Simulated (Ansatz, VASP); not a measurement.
# Mo (Mo(111)): VASP beside Ansatz, part 2 of 2

Aim: how closely do two programs agree when they are given the same cell, functional and k mesh?

VASP 6.6.1 and Ansatz 0.2.0.

So far: Starting point; Ansatz: single point, PBEsol.

## (3) VASP: single point, PBEsol

Level of this step: PBEsol; plane waves and PAW (Mo) (VASP).

The same cell, functional, mesh and smearing now go to VASP, with its own data sets and cutoff.

Lines of VASP's logs that name or quote its potential files are left out, and so is its time.

Input file INCAR:

```
SYSTEM = Mo
PREC = Normal
ENCUT = 320
EDIFF = 1E-06
NELM = 120
ISMEAR = 1
SIGMA = 0.15
LREAL = .FALSE.
ALGO = Fast
GGA = PS
NBANDS = 44
LASPH = .TRUE.
LORBIT = 11
LWAVE = .FALSE.
LCHARG = .TRUE.
KPAR = 4
IDIPOL = 3
LDIPOL = .TRUE.
DIPOL = 0.5 0.5 0.5
LVHAR = .TRUE.
LVACPOTAV = .TRUE.
NEDOS = 1500
```

Input file POSCAR:

```
Mo
1.0
    4.4146963334      0.0000000000      0.0000000000
    2.2073481667      3.8232391747      0.0000000000
    0.0000000000      0.0000000000     24.0114611551
Mo
11
Direct
    0.6666666700      0.6666666700      0.3239230224
    0.0000000000      0.0000000000      0.3537025747
    0.3333333300      0.3333333300      0.3815685114
    0.6666666700      0.6666666700      0.4244830647
    0.0000000000      0.0000000000      0.4615502165
    0.3333333300      0.3333333300      0.5000000000
    0.6666666700      0.6666666700      0.5384497835
    0.0000000000      0.0000000000      0.5755169353
    0.3333333300      0.3333333300      0.6184314886
    0.6666666700      0.6666666700      0.6462974253
    0.0000000000      0.0000000000      0.6760769776
```

Input file KPOINTS:

```
Automatic mesh
0
Gamma
9 9 1
0 0 0
```

The projector-augmented-wave data sets are Mo (PBE family, release 64).

Run with:

```
$ mpirun -np 4 vasp_std
```

Numbers of over 12 decimals in the logs are rounded to 6 here.

Output:

```text
[banner, memory and clock lines left out]
running    4 mpi-ranks, on    1 nodes
 distrk:  each k-point on    1 cores,    4 groups
 distr:  one band on    1 cores,    1 groups

 POSCAR found type information on POSCAR Mo
 POSCAR found :  1 types and      11 ions
|                                                                             |
|               ----> ADVICE to this user running VASP <----                  |
|                                                                             |
|     You enforced a specific xc type in the INCAR file but a different       |
|     [... a line on the potential file left out ...]
|     I HOPE YOU KNOW WHAT YOU ARE DOING!                                     |
|                                                                             |

 LDA part: xc-table for (Slater+PW92), standard interpolation
 POSCAR, INCAR and KPOINTS ok, starting setup
 FFT: planning ... GRIDC
 FFT: planning ... GRID_SOFT
 FFT: planning ... GRID
 WAVECAR not read
 entering main loop
       N       E                     dE             d eps       ncg     rms          rms(c)
DAV:   1     0.260320090291E+03    0.26032E+03   -0.20119E+04  1056   0.825E+02
DAV:   2    -0.960759432157E+02   -0.35640E+03   -0.32854E+03  1348   0.215E+02
DAV:   3    -0.131160189125E+03   -0.35084E+02   -0.33467E+02  1508   0.638E+01
DAV:   4    -0.133354877700E+03   -0.21947E+01   -0.21421E+01  1640   0.150E+01
DAV:   5    -0.133432262251E+03   -0.77385E-01   -0.76381E-01  1648   0.274E+00    0.496E+01
RMM:   6    -0.129193038844E+03    0.42392E+01   -0.57008E+01  1460   0.198E+01    0.220E+01
RMM:   7    -0.144992172736E+03   -0.15799E+02   -0.12327E+02  1684   0.262E+01    0.231E+01
RMM:   8    -0.122752801946E+03    0.22239E+02   -0.58619E+01  1387   0.204E+01    0.525E+00
RMM:   9    -0.123162691153E+03   -0.40989E+00   -0.12622E+01  1683   0.935E+00    0.373E+00
RMM:  10    -0.122947142974E+03    0.21555E+00   -0.87565E-01  1476   0.296E+00    0.264E+00
RMM:  11    -0.122805410708E+03    0.14173E+00   -0.58814E-01  1445   0.217E+00    0.180E+00
RMM:  12    -0.122836481286E+03   -0.31071E-01   -0.47880E-01  1637   0.178E+00    0.161E+00
RMM:  13    -0.122879753378E+03   -0.43272E-01   -0.21752E-01  1607   0.115E+00    0.170E+00
RMM:  14    -0.122801561802E+03    0.78192E-01   -0.70134E-02  1349   0.886E-01    0.851E-01
[...]
RMM:  24    -0.122795616123E+03   -0.41197E-04   -0.22898E-05  1446   0.142E-02    0.122E-02
RMM:  25    -0.122795693692E+03   -0.77568E-04   -0.37712E-05  1517   0.157E-02    0.579E-03
RMM:  26    -0.122795714816E+03   -0.21125E-04   -0.15263E-05  1364   0.921E-03    0.789E-03
RMM:  27    -0.122795753272E+03   -0.38456E-04   -0.30263E-06   936   0.585E-03    0.600E-03
RMM:  28    -0.122795775303E+03   -0.22031E-04   -0.11078E-05  1329   0.796E-03    0.385E-03
RMM:  29    -0.122795783026E+03   -0.77228E-05   -0.92289E-07   831   0.328E-03    0.263E-03
RMM:  30    -0.122795785689E+03   -0.26636E-05   -0.54549E-07   778   0.214E-03    0.133E-03
RMM:  31    -0.122795786175E+03   -0.48517E-06   -0.40307E-07   630   0.176E-03
|                                                                             |
|           W    W    AA    RRRRR   N    N  II  N    N   GGGG   !!!           |
|           W    W   A  A   R    R  NN   N  II  NN   N  G    G  !!!           |
|           W    W  A    A  R    R  N N  N  II  N N  N  G       !!!           |
|           W WW W  AAAAAA  RRRRR   N  N N  II  N  N N  G  GGG   !            |
|           WW  WW  A    A  R   R   N   NN  II  N   NN  G    G                |
|           W    W  A    A  R    R  N    N  II  N    N   GGGG   !!!           |
|                                                                             |
|     Did not find any points to average over, which means that no vacuum     |
|     field-free region was found. Please increase the size of  your cell     |
|     in the dimension of the dipole correction to obtain accurate            |
|     workfunction values.                                                    |
|                                                                             |

   1 F= -.12279579E+03 E0= -.12280165E+03  d E =0.176003E-01
```

Parts of OUTCAR (step 3):

```text
ion  position               nearest neighbor table
   1  0.667  0.667  0.324-   4 2.41   2 2.65   2 2.65   2 2.65   3 2.90   3 2.90   3 2.90
   2  0.000  0.000  0.354-   5 2.59   3 2.64   3 2.64   3 2.64   1 2.65   1 2.65   1 2.65   4 3.06
                             4 3.06   4 3.06
   3  0.333  0.333  0.382-   2 2.64   2 2.64   2 2.64   4 2.75   4 2.75   4 2.75   6 2.84   1 2.90
                             1 2.90   1 2.90   5 3.19   5 3.19   5 3.19
   4  0.667  0.667  0.424-   1 2.41   5 2.70   5 2.70   5 2.70   7 2.74   3 2.75   3 2.75   3 2.75
                             2 3.06   2 3.06   2 3.06   6 3.13   6 3.13   6 3.13
   5  0.000  0.000  0.462-   2 2.59   4 2.70   4 2.70   4 2.70   6 2.71   6 2.71   6 2.71   8 2.74
                             7 3.15   7 3.15   7 3.15   3 3.19   3 3.19   3 3.19
   6  0.333  0.333  0.500-   7 2.71   5 2.71   7 2.71   5 2.71   5 2.71   7 2.71   3 2.84   9 2.84
                             4 3.13   4 3.13   8 3.13   8 3.13   8 3.13   4 3.13
   7  0.667  0.667  0.538-  10 2.59   8 2.70   8 2.70   8 2.70   6 2.71   6 2.71   6 2.71   4 2.74
                             5 3.15   5 3.15   5 3.15   9 3.19   9 3.19   9 3.19
   8  0.000  0.000  0.576-  11 2.41   7 2.70   7 2.70   7 2.70   5 2.74   9 2.75   9 2.75   9 2.75
                            10 3.06  10 3.06  10 3.06   6 3.13   6 3.13   6 3.13
   9  0.333  0.333  0.618-  10 2.64  10 2.64  10 2.64   8 2.75   8 2.75   8 2.75   6 2.84  11 2.90
                            11 2.90  11 2.90   7 3.19   7 3.19   7 3.19
  10  0.667  0.667  0.646-   7 2.59   9 2.64   9 2.64   9 2.64  11 2.65  11 2.65  11 2.65   8 3.06
                             8 3.06   8 3.06
  11  0.000  0.000  0.676-   8 2.41  10 2.65  10 2.65  10 2.65   9 2.90   9 2.90   9 2.90

  LATTYP: Found a hexagonal cell.
 ALAT       =     4.4146963334
 C/A-ratio  =     5.4389836450

 Subroutine GETGRP returns: Found 12 space group operations
 (whereof  6 operations were pure point group operations)

The static configuration has the point symmetry C_3v.
 The point group associated with its full space group is D_3d.

 Found     12 irreducible k-points:

   k-points           NKPTS =     12   k-points in BZ     NKDIM =     12   number of bands    NBANDS=     44

   dimension x,y,z NGX =    20 NGY =   20 NGZ =  108
   dimension x,y,z NGXF=    40 NGYF=   40 NGZF=  216

   ENCUT  =  320.0 eV  23.52 Ry    4.85 a.u.   6.44  6.44 35.02*2*pi/ulx,y,z

   NELECT =      66.0000    total number of electrons

 k-points in reciprocal lattice and weights: Automatic mesh
   0.00000000  0.00000000  0.00000000       0.012
   0.11111111 -0.00000000  0.00000000       0.074
   0.22222222 -0.00000000  0.00000000       0.074
   0.33333333 -0.00000000  0.00000000       0.074
   0.44444444 -0.00000000  0.00000000       0.074
   0.22222222  0.11111111  0.00000000       0.074
   0.33333333  0.11111111  0.00000000       0.148
   0.44444444  0.11111111  0.00000000       0.148
  -0.44444444  0.11111111  0.00000000       0.074
   0.44444444  0.22222222  0.00000000       0.074
  -0.44444444  0.22222222  0.00000000       0.148
  -0.33333333  0.33333333  0.00000000       0.025

 dipolmoment           0.000000      0.000000     -0.000003 electrons x Angstroem

 average (electrostatic) potential at core
       1 -42.4722       2 -42.4542       3 -42.7128       4 -42.7188       5 -42.7889
       6 -42.6467       7 -42.7889       8 -42.7188       9 -42.7128      10 -42.4542
      11 -42.4722

 E-fermi :   0.4711

 k-point     1 :       0.0000    0.0000    0.0000
  band No.  band energies     occupation
    ...
     29      -0.7514      2.00000
     30      -0.6844      2.00000
     31      -0.6762      2.00000
     32      -0.6762      2.00000
     33      -0.5083      2.00000
     34       1.0031     -0.00001
     35       1.6786     -0.00000
     36       1.8151     -0.00000
     37       1.8151     -0.00000
     38       1.8653     -0.00000
    ...

 k-point     2 :       0.1111   -0.0000    0.0000
  band No.  band energies     occupation
    ...
     29      -0.6764      2.00000
     30      -0.6285      2.00000
     31      -0.5206      2.00000
     32      -0.3316      2.00000
     33      -0.2883      2.00000
     34       1.0324     -0.00000
     35       1.5253     -0.00000
     36       1.5627     -0.00000
     37       1.6611     -0.00000
     38       1.7615     -0.00000
    ...

 k-point     3 :       0.2222   -0.0000    0.0000
  band No.  band energies     occupation
    ...
     29      -0.4968      2.00000
     30      -0.2713      2.00000
     31      -0.1557      2.00000
     32       0.2220      2.04058
     33       0.3691      1.90543
     34       0.9448     -0.00008
     35       1.0048     -0.00001
     36       1.1850     -0.00000
     37       1.4409     -0.00000
     38       1.5071     -0.00000
    ...

  Total       -5.4774600     -5.4774600     -0.5784722     -0.0000000     -0.0000000      0.0000000
  in kB      -21.6540387    -21.6540387     -2.2868736     -0.0000000     -0.0000000      0.0000000
  external PRESSURE =     -15.1983170 kB  Pullay stress =       0.0000000 kB

  energy-cutoff  :      320.00
  volume of cell :      405.28
      direct lattice vectors                 reciprocal lattice vectors
     4.414696333  0.000000000  0.000000000     0.226516146 -0.130779158  0.000000000
     2.207348167  3.823239175  0.000000000     0.000000000  0.261558316  0.000000000
     0.000000000  0.000000000 24.011461155     0.000000000  0.000000000  0.041646778

 POSITION                                       TOTAL-FORCE (eV/Angst)
 -----------------------------------------------------------------------------------
      4.41470      2.54883      7.77787        -0.000000     -0.000000     -0.001958
      0.00000      0.00000      8.49292         0.000000      0.000000     -0.002816
      2.20735      1.27441      9.16202         0.000000      0.000000      0.006702
      4.41470      2.54883     10.19246         0.000000     -0.000000     -0.001641
      0.00000      0.00000     11.08250         0.000000     -0.000000      0.002361
      2.20735      1.27441     12.00573        -0.000000     -0.000000      0.000000
      4.41470      2.54883     12.92897        -0.000000     -0.000000     -0.002361
      0.00000      0.00000     13.81900        -0.000000     -0.000000      0.001641
      2.20735      1.27441     14.84944        -0.000000      0.000000     -0.006702
      4.41470      2.54883     15.51855        -0.000000     -0.000000      0.002816
      0.00000      0.00000     16.23360         0.000000      0.000000      0.001958
 -----------------------------------------------------------------------------------
    total drift:                               -0.000002     -0.000001     -0.000190

  FREE ENERGIE OF THE ION-ELECTRON SYSTEM (eV)
  ---------------------------------------------------
  free  energy   TOTEN  =      -122.7957861746 eV

  energy  without entropy=     -122.8133864496  energy(sigma->0) =     -122.80165293

 vacuum level on the upper side and lower side of the slab         4.585         4.585

 total charge
# of ion       s       p       d       tot
------------------------------------------
    1        0.523   0.324   4.452   5.299
    2        0.566   0.490   4.473   5.529
    3        0.516   0.536   4.352   5.404
    4        0.543   0.590   4.440   5.574
    5        0.538   0.575   4.376   5.489
    6        0.510   0.567   4.332   5.409
    7        0.538   0.575   4.376   5.489
    8        0.543   0.590   4.440   5.574
    9        0.516   0.536   4.352   5.404
   10        0.566   0.490   4.473   5.529
   11        0.523   0.324   4.452   5.299
--------------------------------------------------
tot          5.884   5.598  48.517  59.999

[... 3 further parts left out ...]
```

The data set Mo keeps the semicore shell frozen, which is cheaper and a little less accurate.

## (4) Side by side

Known differences besides the PAW data sets themselves: the data sets hold 154 valence electrons in Ansatz (default PAW (the set named soft_2) files) and 66 in VASP; the cutoff is 420 eV in Ansatz and 320 eV in VASP (PREC = Normal); Ansatz makes its cores anew for this functional, VASP keeps those of its PBE data sets. Total energies have different zeros and are not compared.

The two programs side by side:

```tsv
quantity	Ansatz	VASP	difference
work function, lower of the two faces (eV)	4.10	4.11	-0.02
work function, higher of the two faces (eV)	4.10	4.11	-0.02
```

At this near-relaxed geometry the largest component of a force difference is 406 meV/Å.

## (5) Looking for the cause

The difference is large enough to ask for its cause, so further runs change the set-up of one program at a time, as the table lists.

```tsv
run	r.m.s. force difference (meV/Å)
as above	126
cores kept as stored, as VASP does, whose cores stay as stored	127
Ansatz's larger PAW set (cutoff 640 eV)	126
norm-conserving potentials (cutoff 1088 eV)	138
```

## (6) Results

```yaml
r_m_s_force_difference_single_point_pbesol: 126 meV/Å
```

The r.m.s. force difference is 126 meV/Å (single point, PBEsol), beyond the 12 meV/Å picked in this series as the mark of a large difference. For single point, PBEsol: no further run halves the r.m.s. force difference; only Ansatz's side was varied, and Ansatz's runs with other potentials lie closer to each other than to VASP, which for this quantity points to VASP's side; this was not tested here. How closely two codes agree says nothing of how well the functional describes the real material.

[Lines on the potential files, build, host, timing and source positions are cut from VASP's logs without a mark.]

[Logs are printed without paths, hosts, clocks, repeated set-up lines and the standing remarks that a program may print on its own settings, such as how far it seeks lower states.]

[Hosts, paths, dates, database ids (printed as entryN), source tags and the programs' standing remarks are cut or masked in the printed files.]
